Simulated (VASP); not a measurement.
Given:

```xyz
2
Lattice="4.4123 0.0000 0.0000 0.0000 4.4123 0.0000 0.0000 0.0000 4.4123" Properties=species:S:1:pos:R:3 pbc="T T T"
Cs     0.0000     0.0000     0.0000
Br     2.2062     2.2062     2.2062
```

Method: PBE GGA with D4 dispersion, VASP's PBE PAW potentials (set 64) (plane waves; VASP). Numerical set-up: 520 eV cut-off, 6×6×6 Γ-centred mesh, Gaussian smearing of 0.050 eV, potentials Cs_sv Br.

Unless said otherwise, spin-orbit coupling is left out, though it shifts the bands of the heavy elements here.

### Question
Estimate the energy per atom (σ→0), band gap (on the k-mesh) with the smallest direct gap where there is one.

### Answer

The band gap (on the k-mesh) comes out as 4.19 eV. The smallest direct gap (on the k-mesh) comes out as 4.22 eV and the energy per atom (σ→0) is -3.163 eV/atom.

Total energies compare only between runs with the same potentials, cut-off and functional.

The compound is CsBr in the CsCl type structure. This cell is one point of a volume scan, at 1.06 of the reference volume.
